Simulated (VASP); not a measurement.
Output of a VASP run:

File OUTCAR:
```
 ion  position               nearest neighbor table
   1  0.000  0.000  0.000-
  LATTYP: Found a face centered cubic cell.
 ALAT       =     3.8400000000
 Subroutine PRICEL returns:
 Original cell was already a primitive cell.
 Subroutine GETGRP returns: Found 48 space group operations
The static configuration has the point symmetry O_h .
The dynamic configuration has the point symmetry O_h .
 Subroutine INISYM returns: Found 48 space group operations
 Subroutine IBZKPT returns following result:
 Found    120 irreducible k-points:

 Following reciprocal coordinates:
            Coordinates               Weight
  0.000000  0.000000  0.000000      1.000000
  0.066667  0.000000  0.000000      8.000000
  0.133333  0.000000  0.000000      8.000000
  0.200000  0.000000  0.000000      8.000000
  0.266667  0.000000  0.000000      8.000000
  0.333333  0.000000  0.000000      8.000000
  0.400000  0.000000  0.000000      8.000000
  0.466667  0.000000  0.000000      8.000000
  0.066667  0.066667  0.000000      6.000000
  0.133333  0.066667  0.000000     24.000000
  0.200000  0.066667  0.000000     24.000000
  0.266667  0.066667  0.000000     24.000000
  0.333333  0.066667  0.000000     24.000000
  0.400000  0.066667  0.000000     24.000000
  0.466667  0.066667  0.000000     24.000000
 -0.466667  0.066667  0.000000     24.000000
 -0.400000  0.066667  0.000000     24.000000
 -0.333333  0.066667  0.000000     24.000000
 -0.266667  0.066667  0.000000     24.000000
 -0.200000  0.066667  0.000000     24.000000
 -0.133333  0.066667  0.000000     24.000000
 -0.066667  0.066667  0.000000     12.000000
  0.133333  0.133333  0.000000      6.000000
  0.200000  0.133333  0.000000     24.000000
  0.266667  0.133333  0.000000     24.000000
  0.333333  0.133333  0.000000     24.000000
  0.400000  0.133333  0.000000     24.000000
  0.466667  0.133333  0.000000     24.000000
 -0.466667  0.133333  0.000000     24.000000
 -0.400000  0.133333  0.000000     24.000000
 -0.333333  0.133333  0.000000     24.000000
 -0.266667  0.133333  0.000000     24.000000
 -0.200000  0.133333  0.000000     24.000000
 -0.133333  0.133333  0.000000     12.000000
  0.200000  0.200000  0.000000      6.000000
  0.266667  0.200000  0.000000     24.000000
  0.333333  0.200000  0.000000     24.000000
  0.400000  0.200000  0.000000     24.000000
  0.466667  0.200000  0.000000     24.000000
 -0.466667  0.200000  0.000000     24.000000
   k-points           NKPTS =    120   k-points in BZ     NKDIM =    120   number of bands    NBANDS=      8
   number of dos      NEDOS =    301   number of ions     NIONS =      1
   total plane-waves  NPLWV =   8000
   dimension x,y,z NGX =    20 NGY =   20 NGZ =   20
   dimension x,y,z NGXF=    40 NGYF=   40 NGZF=   40
   ions per type =               1
   PREC   = accura    normal or accurate (medium, high low for compatibility)
   ISTART =      0    job   : 0-new  1-cont  2-samecut
   ICHARG =      2    charge: 1-file 2-atom 10-const
   ISPIN  =      1    spin polarized calculation?
   LNONCOLLINEAR =      F non collinear calculations
   LSORBIT =      F    spin-orbit coupling
   INIWAV =      1    electr: 0-lowe 1-rand  2-diag
   ENCUT  =  480.0 eV  35.28 Ry    5.94 a.u.   4.85  4.85  4.85*2*pi/ulx,y,z
   NELM   =    100;   NELMIN=  2; NELMDL= -5     # of ELM steps
   EDIFF  = 0.1E-05   stopping-criterion for ELM
   LREAL  =      F    real-space projection
   NLSPLINE    = F    spline interpolate recip. space projectors
   LMAXMIX     =    6 max onsite mixed and CHGCAR
   VOSKOWN=      0    Vosko Wilk Nusair interpolation
   EDIFFG = -.1E-01   stopping-criterion for IOM
   NSW    =     60    number of steps for IOM
   NBLOCK =      1;   KBLOCK =     60    inner block; outer block
   IBRION =      2    ionic relax: 0-MD 1-quasi-New 2-CG
   NFREE  =      1    steps in history (QN), initial steepest desc. (CG)
...
```

**OSZICAR**
```
...
DAV:   3    -0.546913363086E+02   -0.63489E+00   -0.63312E+00  2664   0.315E+01
DAV:   4    -0.546967783019E+02   -0.54420E-02   -0.54411E-02  2656   0.220E+00
DAV:   5    -0.546968039140E+02   -0.25612E-04   -0.25613E-04  2736   0.860E-02    0.158E+01
DAV:   6    -0.519148179663E+02    0.27820E+01   -0.25944E+00  2160   0.204E+01    0.527E+00
DAV:   7    -0.522382534991E+02   -0.32344E+00   -0.26128E-01  1920   0.541E+00    0.347E+00
DAV:   8    -0.520693568078E+02    0.16890E+00   -0.32963E-01  1936   0.451E+00    0.117E+00
DAV:   9    -0.523643217884E+02   -0.29496E+00   -0.10088E-01  1960   0.239E+00    0.297E-01
DAV:  10    -0.523698937880E+02   -0.55720E-02   -0.44032E-03  2200   0.611E-01    0.105E-01
DAV:  11    -0.523665799058E+02    0.33139E-02   -0.25741E-03  2168   0.559E-01    0.131E-01
DAV:  12    -0.523705543201E+02   -0.39744E-02   -0.20563E-03  2112   0.412E-01    0.146E-02
DAV:  13    -0.523707634595E+02   -0.20914E-03   -0.27829E-04  2584   0.141E-01    0.190E-02
DAV:  14    -0.523707653836E+02   -0.19241E-05   -0.37778E-06  2208   0.199E-02    0.122E-02
DAV:  15    -0.523707665926E+02   -0.12089E-05   -0.21276E-06  2304   0.169E-02    0.554E-03
DAV:  16    -0.523707674908E+02   -0.89829E-06   -0.83397E-07  1496   0.901E-03
   1 F= -.52370767E+02 E0= -.52370622E+02  d E =-.523708E+02
       N       E                     dE             d eps       ncg     rms          rms(c)
DAV:   1    -0.524412792376E+02   -0.70513E-01   -0.38850E+00  2072   0.325E+01    0.234E+00
DAV:   2    -0.523500004980E+02    0.91279E-01   -0.29275E-01  2080   0.661E+00    0.963E-01
DAV:   3    -0.523479020612E+02    0.20984E-02   -0.23483E-02  2200   0.219E+00    0.639E-01
DAV:   4    -0.523406801020E+02    0.72220E-02   -0.28063E-02  1968   0.122E+00    0.258E-01
DAV:   5    -0.523509119138E+02   -0.10232E-01   -0.90242E-03  1960   0.822E-01    0.487E-02
DAV:   6    -0.523509376991E+02   -0.25785E-04   -0.69225E-05  2656   0.931E-02    0.145E-02
DAV:   7    -0.523508985434E+02    0.39156E-04   -0.20915E-05  1928   0.704E-02    0.101E-02
DAV:   8    -0.523509530218E+02   -0.54478E-04   -0.23020E-05  2000   0.644E-02    0.777E-04
DAV:   9    -0.523509558881E+02   -0.28663E-05   -0.33168E-07  2032   0.635E-03    0.482E-04
DAV:  10    -0.523509544326E+02    0.14555E-05   -0.96840E-08   992   0.387E-03    0.820E-04
DAV:  11    -0.523509556028E+02   -0.11702E-05   -0.10377E-07   984   0.393E-03    0.198E-04
DAV:  12    -0.523509554760E+02    0.12680E-06   -0.65198E-09   984   0.130E-03
   2 F= -.52350955E+02 E0= -.52350803E+02  d E =0.198120E-01
       N       E                     dE             d eps       ncg     rms          rms(c)
DAV:   1    -0.524287856366E+02   -0.77830E-01   -0.24529E+00  2048   0.259E+01    0.225E+00
DAV:   2    -0.523719088724E+02    0.56877E-01   -0.16552E-01  2072   0.515E+00    0.602E-01
DAV:   3    -0.523703739599E+02    0.15349E-02   -0.15596E-02  2232   0.184E+00    0.357E-01
DAV:   4    -0.523720415631E+02   -0.16676E-02   -0.11389E-03  2216   0.255E-01    0.237E-01
DAV:   5    -0.523720232989E+02    0.18264E-04   -0.43744E-04  2848   0.154E-01    0.332E-02
DAV:   6    -0.523721953084E+02   -0.17201E-03   -0.10902E-04  1944   0.973E-02    0.578E-03
DAV:   7    -0.523721978804E+02   -0.25720E-05   -0.99856E-06  1952   0.440E-02    0.363E-03
DAV:   8    -0.523722053389E+02   -0.74585E-05   -0.30996E-06  2392   0.188E-02    0.176E-03
DAV:   9    -0.523722044631E+02    0.87581E-06   -0.27211E-07   976   0.694E-03
   3 F= -.52372204E+02 E0= -.52372058E+02  d E =-.143697E-02
```

OUTCAR:
```
------------------------ aborting loop because EDIFF is reached ----------------------------------------
  FORCE on cell =-STRESS in cart. coord.  units (eV):
  Direction    XX          YY          ZZ          XY          YZ          ZX
  --------------------------------------------------------------------------------------
  Total       -0.0011642     -0.0011642     -0.0011642      0.0000000     -0.0000000      0.0000000
  in kB       -0.1305452     -0.1305452     -0.1305452      0.0000000     -0.0000000      0.0000000
  external PRESSURE =      -0.1305452 kB  Pullay stress =       0.0000000 kB
  volume of cell :       14.29
      direct lattice vectors                 reciprocal lattice vectors
     0.000000000  1.925972782  1.925972782    -0.259609069  0.259609069  0.259609069
     1.925972782  0.000000000  1.925972782     0.259609069 -0.259609069  0.259609069
     1.925972782  1.925972782  0.000000000     0.259609069  0.259609069 -0.259609069
 POSITION                                       TOTAL-FORCE (eV/Angst)
 -----------------------------------------------------------------------------------
      0.00000      0.00000      0.00000         0.000000      0.000000      0.000000
 -----------------------------------------------------------------------------------
    total drift:                               -0.000000     -0.000000     -0.000000
  FREE ENERGIE OF THE ION-ELECTRON SYSTEM (eV)
  ---------------------------------------------------
  free  energy   TOTEN  =       -52.3722044631 eV

  energy  without entropy=      -52.3717660066  energy(sigma->0) =      -52.37205831

 reached required accuracy - stopping structural energy minimisation
```
(Selected blocks of OUTCAR.)

POSCAR:
```
Ir
1
    0.0000000000     1.9200000000     1.9200000000
    1.9200000000     0.0000000000     1.9200000000
    1.9200000000     1.9200000000     0.0000000000
Ir
1
Direct
  0.0000000000   0.0000000000   0.0000000000
```

### Question
Reconstruct the remaining input files.

### Answer
One answer among several that fit: the input of the run itself, r2SCAN meta-GGA, plane waves, VASP's PBE PAW potentials (set 64).

File KPOINTS:
```
Regular mesh
0
gamma
  15 15 15
```

INCAR:
```
SYSTEM = Ir
PREC = Accurate
ENCUT = 480
EDIFF = 1E-6
NELM = 100
ALGO = Normal
LREAL = .FALSE.
LASPH = .TRUE.
ISMEAR = 1
SIGMA = 0.1
METAGGA = R2SCAN
LMIXTAU = .TRUE.
LMAXMIX = 6
LWAVE = .FALSE.
LCHARG = .FALSE.
IBRION = 2
ISIF = 3
NSW = 60
EDIFFG = -0.01
```

POTCAR, in this order: Ir (PBE.64 set). Program: vasp_std.

The compound is Ir in the fcc structure. This run relaxes it. Symmetry was kept, so distortions that lower it aren't found.
